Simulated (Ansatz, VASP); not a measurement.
**AgAu (Au-Ag-Ag-Au stack, (111) layers): VASP beside Ansatz**

Wanted: the spread between two codes on one cell, functional and k mesh. The structure shown is the start of the Ansatz relaxation below; VASP solves that cell, so the two are compared at the walk's first step. Other levels of theory on this material are compared in a session of their own.

Main program and level: Ansatz 0.2.0; plane waves, with VASP 6.6.1 beside it; PBEsol with D4.

### 1. The starting structure

The cell holds 4 atoms: 2 Au and 2 Ag. Cell: a = 2.800 Å, b = 2.800 Å, c = 37.968 Å, α = 90.0°, β = 90.0°, γ = 120.0°. It derives from AgAu. Vacuum lies along c.

Structure file:

```cif
data_structure
_symmetry_space_group_name_H-M 'P 1'
_symmetry_Int_Tables_number 1
_cell_length_a 2.8002
_cell_length_b 2.8002
_cell_length_c 37.9682
_cell_angle_alpha 90.000
_cell_angle_beta 90.000
_cell_angle_gamma 120.000
_cell_volume 257.83
loop_
_atom_site_label
_atom_site_type_symbol
_atom_site_fract_x
_atom_site_fract_y
_atom_site_fract_z
_atom_site_occupancy
Au1 Au 0.00000 0.00000 0.14300 1
Au2 Au 0.00000 0.00000 0.33329 1
Ag3 Ag 0.33333 0.66667 0.20710 1
Ag4 Ag 0.66667 0.33333 0.26919 1
```

### 2. Ansatz: relaxation, PBEsol with D4

Ansatz runs on its PAW soft_1 files.

The two programs are compared at the cell with which this relaxation starts, whose forces are those of its first step.

File input.yaml:

```yaml
crystal:
  lattice:
    - [2.8002416218, -2.7951e-06, 0.0]
    - [-1.4001183903, 2.4250817787, 0.0]
    - [0.0, 0.0, 37.9681770654]
  atoms:
    - { symbol: Au, position: [0.0, 0.0, 0.1430041304] }
    - { symbol: Ag, position: [0.3333333333, 0.6666666667, 0.207101494] }
    - { symbol: Ag, position: [0.6666666667, 0.3333333333, 0.2691944833] }
    - { symbol: Au, position: [0.0, 0.0, 0.3332918469] }
  periodic: [true, true, false]
kpoints:
  mp_grid: { grid: [12, 12, 1] }
hamiltonian:
  xc: pbesol
  dispersion: d4
  pseudopotentials: { kind: paw, azcp: { folder: soft_1 }, xc_functional: pbe }
scf:
  occupations: { method: methfessel_paxton, width: 0.2 }
output:
  forces: true
  stress: true
  eigenvalues: true
relax:
  adjacent_minimum: "off"
  f_tol: 0.001
  max_steps: 60
  cell: { stress_2d_tol: 0.002 }
```

Launch:

```console
$ ansatz run input.yaml --threads 4 --pin off --max-ram 12288MiB --backend cpu --events-out ev --progress --plain --runs-dir out
```

Numbers of over 12 decimals in the logs are rounded to 6 here.

What it wrote:

```text
Engine: ansatz 0.2.0, aarch64-unknown-linux-gnu
Pseudopotentials: kind: paw
Pseudopotential: Au, paw, valence charge 19, recommended cutoff 420 eV (normal), soft_1/Au.paw.azcp
Pseudopotential: Ag, paw, valence charge 19, recommended cutoff 420 eV (normal), soft_1/Ag.paw.azcp
Functional definition: PBEsol
  exchange = pbesol_x
  correlation = pbesol_c
Crystal: 4 atoms, lattice volume = 257.835 Å³
Basis set: ecut = 420 eV, 5095 PW (Γ), exchange–correlation on 40×40×512 points (8 copies of the dense FFT grid, shifted against one another)
Bands: 46, of which v1, the nominal top of the filled ones, is band 38 counted from 1 (37 counted from 0)
Symmetry: 12 space group operations
Space group: P-3m1 (ITA 164), of the structure as read, at distance tolerance 6.4e-5 Å
k-points: 19 of 144
Non-local potential: Au, projectors of the file, l = 0: 3, l = 1: 2, l = 2: 2, l = 3: 1
Non-local potential: Ag, projectors of the file, l = 0: 3, l = 1: 2, l = 2: 2, l = 3: 1
PAW form: soft (Blöchl's): semilocal exchange-correlation on the pseudo side does not see the compensation charge
PAW frozen core: Au, regenerated for the run's functional, and the local potential with it (the file was generated under x = pbe(κ = 0.804, μ = 0.219515), c = pbe(β = 0.066725))
PAW frozen core: Ag, regenerated for the run's functional, and the local potential with it (the file was generated under x = pbe(κ = 0.804, μ = 0.219515), c = pbe(β = 0.066725))
PAW one-centre angular grid: Au, 590 points (default); XC on 64 Gauss nodes
PAW one-centre angular grid: Ag, 590 points (default); XC on 64 Gauss nodes
Initial density: superposition of atomic densities (neutral atoms: chi_scale 0, normalization atom)
Initial wavefunctions: pseudopotential atomic-orbital guess
Functional: x = pbesol(κ = 0.804, μ = 0.123457), c = pbesol(β = 0.046)
SCF iter   1: F=—  HF=-41064.093672 eV  |F-HF|=—  |Δ(HF+E_count)|=         —  Δρ=4.10e-2  dr2=4.78e0  ethr=3.10e-3  ⟨swp⟩=16.5  Hψ=6494  notcnv=0  defer=10
preconditioner: auto → LDOS  [metal: Δε(μ)=0.060 eV  Ē_g=9.057 eV  σ=0.200 eV  W_gap=0.24  n_scr=26 (ndim 8)  ℏωp=15.3 eV  f_vac=0.711  D(μ)=3.14/eV (n_scr^D=16)  β→1.0]
SCF iter   2: F=—  HF=-41063.863508 eV  |F-HF|=—  |Δ(HF+E_count)|=   2.30e-1  S|Δr|=    0.00e0  Δρ=4.33e-2  dr2=3.72e0  ethr=3.10e-3  ⟨swp⟩=3.2  Hψ=2364  notcnv=0  defer=32
SCF iter   3: F=—  HF=-41062.790905 eV  |F-HF|=—  |Δ(HF+E_count)|=    1.07e0  S|Δr|=    0.00e0  Δρ=6.14e-3  dr2=1.28e-1  ethr=3.10e-3  ⟨swp⟩=3.2  Hψ=2208  notcnv=0  defer=33
SCF iter   4: F=—  HF=-41062.772061 eV  |F-HF|=—  |Δ(HF+E_count)|=   1.88e-2  S|Δr|=    0.00e0  Δρ=2.40e-3  dr2=3.39e-2  ethr=1.68e-4  ⟨swp⟩=3.6  Hψ=2067  notcnv=0  defer=34
SCF iter   5: F=—  HF=-41062.770170 eV  |F-HF|=—  |Δ(HF+E_count)|=   1.89e-3  S|Δr|=    0.00e0  Δρ=7.59e-4  dr2=1.04e-2  ethr=4.47e-5  ⟨swp⟩=2.8  Hψ=1486  notcnv=0  defer=34
SCF iter   6: F=—  HF=-41062.769450 eV  |F-HF|=—  |Δ(HF+E_count)|=   7.20e-4  S|Δr|=    0.00e0  Δρ=3.63e-4  dr2=1.95e-3  ethr=1.37e-5  ⟨swp⟩=2.9  Hψ=1403  notcnv=0  defer=34
SCF iter   7: F=—  HF=-41062.769307 eV  |F-HF|=—  |Δ(HF+E_count)|=   1.43e-4  S|Δr|=    0.00e0  Δρ=1.85e-4  dr2=1.67e-4  ethr=2.56e-6  ⟨swp⟩=3.3  Hψ=1498  notcnv=0  defer=34
SCF iter   8: F=—  HF=-41062.769349 eV  |F-HF|=—  |Δ(HF+E_count)|=   4.20e-5  S|Δr|=    0.00e0  Δρ=6.50e-5  dr2=4.00e-5  ethr=2.20e-7  ⟨swp⟩=3.2  Hψ=1773  notcnv=0  defer=34
SCF iter   9: F=—  HF=-41062.769552 eV  |F-HF|=—  |Δ(HF+E_count)|=   2.04e-4  S|Δr|=    0.00e0  Δρ=2.17e-5  dr2=1.49e-6  ethr=5.27e-8  ⟨swp⟩=3.6  Hψ=1660  notcnv=0  defer=34
SCF iter  10: F=—  HF=-41062.769553 eV  |F-HF|=—  |Δ(HF+E_count)|=   6.94e-7  S|Δr|=    0.00e0  Δρ=8.34e-6  dr2=4.72e-7  ethr=1.96e-9  ⟨swp⟩=3.9  Hψ=2135  notcnv=0  defer=35
[...]
SCF 1 converged in 13 iterations: F = -41062.769553 eV  dr2 = 6.48e-10
[...]
SCF 7 converged in 8 iterations: F = -41062.778237 eV  dr2 = 6.53e-13
relax step   7: F+E_penalty+E_count = -41062.77823677 eV  Δ(F+E_penalty+E_count) = +2.955e-7 eV  max|allowed force component| = 1.870e-5 eV/Å  Δτ_max = 0.0001 Å  P = +0.000 N/m  Ω = 255.127 Å³  energy of the carried Pulay correction = -3.608e-7 eV  fix = [c, alpha, beta]  reactions: c +0.000 N/m  (8 SCF iters, dr2 threshold 1.89e-11 eV, accepted)
[...]
eigensolver tolerance schedule: the retry pair's looser diagonalisation over-reported the residual by 60952.13 of it (diagonalisation noise at an unbounded share of the residual, at the tolerance the schedule requests for it); recorded, not acted on — ethr = c·dr2/N_el stays at c = 1.0e-1
[...]
SCF iter   3: F=—  HF=-41062.778237 eV  |F-HF|=—  |Δ(HF+E_count)|=  9.09e-10  S|Δr|=    0.00e0  Δρ=1.13e-6  dr2=1.26e-9  ethr=6.33e-12  ⟨swp⟩=3.3  Hψ=1798  notcnv=0
SCF iter   4: F=—  HF=-41062.778237 eV  |F-HF|=—  |Δ(HF+E_count)|=  1.38e-10  S|Δr|=    0.00e0  Δρ=7.59e-7  dr2=8.33e-10  ethr=1.65e-12  ⟨swp⟩=1.8  Hψ=1136  notcnv=0
SCF iter   5: F=—  HF=-41062.778237 eV  |F-HF|=—  |Δ(HF+E_count)|=  1.75e-10  S|Δr|=    0.00e0  Δρ=4.75e-7  dr2=4.05e-10  ethr=1.10e-12  ⟨swp⟩=1.7  Hψ=964  notcnv=0
SCF iter   6: F=—  HF=-41062.778237 eV  |F-HF|=—  |Δ(HF+E_count)|=  1.53e-10  S|Δr|=    0.00e0  Δρ=4.02e-7  dr2=2.66e-10  ethr=5.33e-13 (applied; sched 1.00e-12)  ⟨swp⟩=1.9  Hψ=1158  notcnv=0
SCF iter   7: F=—  HF=-41062.778237 eV  |F-HF|=—  |Δ(HF+E_count)|=  8.00e-11  S|Δr|=    0.00e0  Δρ=3.35e-7  dr2=1.57e-10  ethr=3.50e-13 (applied; sched 1.00e-12)  ⟨swp⟩=1.8  Hψ=1123  notcnv=0
SCF iter   8: F=—  HF=-41062.778237 eV  |F-HF|=—  |Δ(HF+E_count)|=  2.91e-11  S|Δr|=    0.00e0  Δρ=2.31e-7  dr2=7.71e-11  ethr=2.06e-13 (applied; sched 1.00e-12)  ⟨swp⟩=1.8  Hψ=1219  notcnv=0
SCF iter   9: F=—  HF=-41062.778237 eV  |F-HF|=—  |Δ(HF+E_count)|=  1.53e-10  S|Δr|=    0.00e0  Δρ=1.42e-7  dr2=3.15e-11  ethr=1.01e-13 (applied; sched 1.00e-12)  ⟨swp⟩=2.2  Hψ=1299  notcnv=0
SCF iter  10: F=—  HF=-41062.778237 eV  |F-HF|=—  |Δ(HF+E_count)|=  2.40e-10  S|Δr|=    0.00e0  Δρ=1.11e-8  dr2=2.63e-13  ethr=4.14e-14 (applied; sched 1.00e-12)  ⟨swp⟩=2.8  Hψ=1733  notcnv=0
SCF iter  11: F=—  HF=-41062.778237 eV  |F-HF|=—  |Δ(HF+E_count)|=  1.46e-11  S|Δr|=    0.00e0  Δρ=7.61e-9  dr2=1.55e-13  ethr=1.00e-12  ⟨swp⟩=13.6  Hψ=5171  notcnv=0
SCF iter  12: F=-41062.778237 eV  HF=-41062.778237 eV  |F-HF|=2.40e-10  |Δ(HF+E_count)|=  8.00e-11  S|Δr|=    0.00e0  Δρ=3.75e-9  dr2=6.85e-14  ethr=1.00e-12  ⟨swp⟩=7.5  Hψ=4026  notcnv=0
SCF 8 converged in 12 iterations: F = -41062.778237 eV  dr2 = 6.85e-14
relax step   8: F+E_penalty+E_count = -41062.77823677 eV  Δ(F+E_penalty+E_count) = +9.459e-11 eV  max|allowed force component| = 1.863e-5 eV/Å  Δτ_max = 0.0000 Å  P = +0.000 N/m  Ω = 255.127 Å³  fix = [c, alpha, beta]  reactions: c +0.000 N/m  stress off target by 4.66e-6 N/m on what of the cell is left free  SCF on the basis re-selected at this cell (its energy is not comparable with the rows above)  (12 SCF iters)
basis re-selected at this cell: Δ(F+E_penalty+E_count) = +9.459e-11 eV, ΔP = -0.000 N/m vs the last step (what re-selecting the basis moved, of the pressure what is left beyond the Pulay correction that the steps carried, after the strain that the cell walked since its last selection, with what the two solves' SCF thresholds leave and, on support functions, any second-order correction that the steps lacked; it is no  [...]
SCF converged after 12 iterations
Stability not checked: this state was not tested for a lower state beside it, because cold or Methfessel-Paxton smearing, or corrected tetrahedra, fill the levels in a way that the test cannot read (fill_not_monotonic; see scf.lower_state_search)
Free energy (F): -41062.778237 eV
Harris-Foulkes:  -41062.778237 eV  (|F-HF|=2.40e-10)
Internal energy: -41062.758759 eV  (E = F + TS)
E sigma→0 (E₀):  -41062.773367 eV
Entropy (-TS):   -0.019478 eV (-4.870 meV/atom)
Fermi energy:    -5.142813 eV
--- Per-component energies (eV) ---
  E_band       = -2722.214799
  E_kinetic    = 2092.239965
  E_local      = -503914.452072  (includes V_loc(G=0)·N_el)
  E_nonlocal   = 271.618310
  E_hartree    = 250774.143422
  E_xc         = -744.292335
  E_vxc        = -923.782612  (∫ρ·V_xc dr)
  E_paw        = -26956.244774  (= ΣΔE_a)
  E_vpaw       = -1796.129129  (= ΣTr[D̂ρ^β])
  E_aug_tail   = 0.003904  (compensation charges beyond the density's cutoff)
  E_ewald      = 237414.102546
  E_disp       = -1.142261  (pairwise vdW)
  E_core_change = 1.264534  (= ΣΔE_core)
  E_smearing   = -0.019478  (= −TS)
  E_closure    = -0.000000  (closes the sum)
  Σ components = -41062.778237   (vs F -41062.778237, Δ=0.00e0)
--- Forces (eV/Å), atoms counted from 1 ---
  atom   1  Au     0.00000000     0.00000000    -0.00000818
  atom   2  Ag    -0.00000000    -0.00000000    -0.00001863
  atom   3  Ag     0.00000000     0.00000000     0.00001863
  atom   4  Au    -0.00000000    -0.00000000     0.00000818
  max |Σ_I F_I| component: 2.31e-18 eV/Å
--- 2D stress c σ (N/m, compression-positive) ---
        0.000005      -0.000000       0.000000
        0.000000       0.000005       0.000000
        0.000000       0.000000       0.000000
  P = ½ c Tr σ = 0.0000 N/m
--- Band table (eV; the first three rows and the last of 19) ---
  k-point 0: bands = [... 34 lower, -8.5795, -7.5873, -7.5873, -7.5288, -7.5288, -6.5753, -5.4150, -0.6554 (-0.6571°), ... 4 higher]
  k-point 1: bands = [... 34 lower, -8.2282, -7.9746, -7.9244, -7.6139, -7.5493, -6.0769, -4.8059, -0.5268 (-0.5281°), ... 4 higher]
  k-point 2: bands = [... 34 lower, -8.5499, -8.4621, -7.6854, -7.6134, -7.6030, -5.2629, -3.5647, -0.1313 (-0.1320°), ... 4 higher]
  k-point 18: bands = [... 34 lower, -7.9246, -7.7453, -2.0607, -1.3971, -1.0125, -1.0125, 0.1660, 0.1660, ... 4 higher]
  ° read free of the cell's end (the report's vacuum.weakly_bound_levels)
--- Relaxed structure (6 steps of the walk, 5 accepted, 2 SCFs on fresh bases) ---
  F+E_penalty+E_count = -41062.77823677 eV   max|allowed force component| = 1.863e-5 eV/Å   (the final SCF, on the basis selected at the relaxed cell)
  cell:  # Å, volume = 255.1272 Å³
    - [2.785500, -2.7803698368886332e-6, 0]
    - [-1.392748, 2.412315, 0]
    - [0, 0, 37.9681770654]
  atoms:
    - { symbol: Au, position: [6.965750473984821e-19, 6.965750473984821e-19, 0.143698] }
    - { symbol: Ag, position: [0.333333, 0.666667, 0.207406] }
    - { symbol: Ag, position: [0.666667, 0.333333, 0.268890] }
    - { symbol: Au, position: [-6.965750473984828e-19, -6.965750473984824e-19, 0.332598] }
```

The column dr2 measures how far the density is from self-consistency, as an energy; F and HF (Harris–Foulkes) agree once it is small.

### 3. VASP: single point, PBEsol with D4, start cell

The same cell, functional, mesh and smearing now go to VASP, with its own data sets.

Lines of VASP's logs that name or quote its potential files are left out, and so is its time.

File INCAR:

```
SYSTEM = AgAu
PREC = Accurate
ENCUT = 400
EDIFF = 1E-06
NELM = 120
ISMEAR = 1
SIGMA = 0.2
LREAL = .FALSE.
ALGO = Normal
GGA = PS
IVDW = 13
NBANDS = 28
LASPH = .TRUE.
LORBIT = 11
LWAVE = .FALSE.
LCHARG = .FALSE.
ISIF = 2
LDIPOL = .TRUE.
IDIPOL = 3
DIPOL = 0.5 0.5 0.238
LVHAR = .TRUE.
GGA_COMPAT = .FALSE.
NELMDL = -8
KPAR = 2
```

File POSCAR:

```
AgAu
1.0
    2.8002420000     -0.0000030000      0.0000000000
   -1.4001180000      2.4250820000      0.0000000000
    0.0000000000      0.0000000000     37.9681770000
Au Ag
2 2
Direct
    0.0000000000      0.0000000000      0.1430041269
    0.0000000000      0.0000000000      0.3332918512
    0.3333332646      0.6666665292      0.2071014892
    0.6666667354      0.3333334708      0.2691944888
```

File KPOINTS:

```
Automatic mesh
0
Gamma
12 12 1
0 0 0
```

PAW data sets: Au and Ag (PBE family, release 64).

Launch:

```console
$ mpirun -np 2 vasp_std
```

What it wrote:

```text
[banner, memory and clock lines left out]
running    2 mpi-ranks, on    1 nodes
 distrk:  each k-point on    1 cores,    2 groups
 distr:  one band on    1 cores,    1 groups

 POSCAR found type information on POSCAR AuAg
 POSCAR found :  2 types and       4 ions
|                                                                             |
|               ----> ADVICE to this user running VASP <----                  |
|                                                                             |
|     You enforced a specific xc type in the INCAR file but a different       |
|     [... a line on the potential file left out ...]
|     I HOPE YOU KNOW WHAT YOU ARE DOING!                                     |
|                                                                             |

 LDA part: xc-table for (Slater+PW92), standard interpolation
 POSCAR, INCAR and KPOINTS ok, starting setup
 FFT: planning ... GRIDC
 FFT: planning ... GRID_SOFT
 FFT: planning ... GRID
 WAVECAR not read
 entering main loop
       N       E                     dE             d eps       ncg     rms          rms(c)
DAV:   1     0.267623581910E+03    0.26762E+03   -0.16360E+04  1108   0.104E+03
DAV:   2    -0.371435482676E+01   -0.27134E+03   -0.26262E+03  1396   0.243E+02
DAV:   3    -0.150337899515E+02   -0.11319E+02   -0.11009E+02  1200   0.511E+01
DAV:   4    -0.152259058682E+02   -0.19212E+00   -0.19151E+00  1280   0.661E+00
DAV:   5    -0.152296952734E+02   -0.37894E-02   -0.37888E-02  1260   0.906E-01
DAV:   6    -0.152298203039E+02   -0.12503E-03   -0.12503E-03  1328   0.154E-01
DAV:   7    -0.152298256452E+02   -0.53413E-05   -0.53412E-05  1204   0.299E-02
DAV:   8    -0.152298258836E+02   -0.23838E-06   -0.23837E-06   976   0.603E-03    0.141E+01
DAV:   9    -0.138997089177E+02    0.13301E+01   -0.44777E+00  1160   0.153E+01    0.891E+00
DAV:  10    -0.138445346910E+02    0.55174E-01   -0.16711E-01  1196   0.415E+00    0.400E+00
DAV:  11    -0.138364333794E+02    0.81013E-02   -0.56828E-02  1112   0.313E+00    0.487E-01
DAV:  12    -0.138338135351E+02    0.26198E-02   -0.11466E-02  1276   0.153E+00    0.124E-01
DAV:  13    -0.138338680662E+02   -0.54531E-04   -0.13169E-03  1180   0.229E-01    0.271E-02
DAV:  14    -0.138338947880E+02   -0.26722E-04   -0.78649E-05  1236   0.970E-02    0.235E-02
DAV:  15    -0.138339219704E+02   -0.27182E-04   -0.16104E-05  1184   0.387E-02    0.791E-03
DAV:  16    -0.138339330831E+02   -0.11113E-04   -0.23463E-06   904   0.123E-02    0.228E-03
DAV:  17    -0.138339496739E+02   -0.16591E-04   -0.25735E-06   888   0.941E-03    0.156E-03
DAV:  18    -0.138339540164E+02   -0.43425E-05   -0.44034E-07   776   0.594E-03    0.108E-03
DAV:  19    -0.138339706526E+02   -0.16636E-04   -0.49914E-06   884   0.658E-03    0.740E-04
DAV:  20    -0.138339711808E+02   -0.52820E-06   -0.91351E-08   752   0.144E-03
   1 F= -.14959250E+02 E0= -.14952696E+02  d E =-.196604E-01
```

(Part 1 of 2 ends here.)

[Lines on the potential files, build, host, timing and source positions are cut from VASP's logs without a mark.]

[Logs are printed without paths, hosts, clocks, repeated set-up lines and the standing remarks that a program may print on its own settings, such as how far it seeks lower states.]

[Hosts, paths, dates, database ids (printed as entryN), source tags and the programs' standing remarks are cut or masked in the printed files.]
